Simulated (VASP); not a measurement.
All values below come from PBE GGA, VASP's PBE PAW potentials (set 64) (plane waves; VASP).

VASP ran on this input.

File KPOINTS:
```
Automatic mesh
0
Gamma
4 4 1
0 0 0
```

### POSCAR
```
CdSe
1
    4.4077990000     0.0000000000     0.0000000000
   -2.2038990000     3.8172650000     0.0000000000
    0.0000000000     0.0000000000    21.6288790000
Cd Se
6 6
Direct
  0.0000000000   0.0000000000   0.0000000000
  0.0000000000   0.0000000000   0.5000000000
  0.6666670000   0.3333330000   0.8332500000
  0.3333330000   0.6666670000   0.3332500000
  0.6666670000   0.3333330000   0.1665000000
  0.3333330000   0.6666670000   0.6665000000
  0.0000000000   0.0000000000   0.8746000000
  0.0000000000   0.0000000000   0.3746000000
  0.6666670000   0.3333330000   0.7078500000
  0.3333330000   0.6666670000   0.2078500000
  0.6666670000   0.3333330000   0.0415000000
  0.3333330000   0.6666670000   0.5415000000
```

INCAR:
```
! general
SYSTEM   =  CdSe
PREC     =  Accurate
ENCUT    =  300
LREAL    =  .FALSE.
LASPH    =  .TRUE.

! electronic loop
EDIFF    =  1E-6
NELM     =  100
ALGO     =  Normal
LMAXMIX  =  4

! smearing
ISMEAR   =  -1
SIGMA    =  0.136

! functional
GGA      =  PE

! ions
ISIF     =  2

! output
LWAVE    =  .FALSE.
LCHARG   =  .FALSE.
```

POTCAR, in this order: Cd Se (PBE.64 set). Program: vasp_std.

Task: What does the run give for the energy per atom (σ→0)?

Result: 
```yaml
energy per atom (σ→0): -2.735 eV/atom
```

### OSZICAR
```
...
DAV:   8    -0.328326298613E+02    0.39764E-01   -0.32072E-01   544   0.299E+00    0.686E-01
DAV:   9    -0.328343787076E+02   -0.17488E-02   -0.34903E-02   568   0.116E+00    0.232E-01
DAV:  10    -0.328345862431E+02   -0.20754E-03   -0.28431E-03   584   0.368E-01    0.109E-01
DAV:  11    -0.328349409931E+02   -0.35475E-03   -0.56902E-04   576   0.860E-02    0.402E-02
DAV:  12    -0.328349929744E+02   -0.51981E-04   -0.56395E-05   576   0.296E-02    0.134E-02
DAV:  13    -0.328350030583E+02   -0.10084E-04   -0.24550E-05   576   0.239E-02    0.328E-03
DAV:  14    -0.328350038367E+02   -0.77831E-06   -0.24404E-06   440   0.852E-03
   1 F= -.32835004E+02 E0= -.32815384E+02  d E =-.392402E-01
```

The structure was generated: CdSe was put into an ordered model structure, which need not be its known phase. The cell was not relaxed at this level.
